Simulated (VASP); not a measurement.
Data:

```xyz
3
Lattice="-1.6922 1.6922 4.5411 1.6922 -1.6922 4.5411 1.6922 1.6922 -4.5411" Properties=species:S:1:pos:R:3 pbc="T T T"
Hf     0.0000     0.0000     0.0000
Ge     1.6922     1.6922    -1.5637
Ge     0.0000     0.0000     6.1048
```

These are PBEsol GGA, VASP's PBE PAW potentials (set 64) (plane waves; VASP) values and carry that method's errors. Run with 400 eV cut-off, 14×14×14 Γ-centred mesh, tetrahedra with Blöchl corrections, potentials Hf_pv Ge_d.

The cores are frozen, which limits the accuracy of field gradients.

**Question.** Give the principal components of the electric field gradient (V/Å²) and the asymmetry η at each nucleus.

**Answer.** 
```json
[
 {"atom": "Hf1", "Vxx": "-32.7", "Vyy": "-32.7", "Vzz": "65.4", "η": "0.00"},
 {"atom": "Ge2", "Vxx": "11.1", "Vyy": "11.1", "Vzz": "-22.2", "η": "0.00"},
 {"atom": "Ge3", "Vxx": "11.1", "Vyy": "11.1", "Vzz": "-22.2", "η": "0.00"}
]
```

The structure was generated: HfGe2 was put into the MoSi2 type (I4/mmm), which need not be its known phase. It was relaxed first.
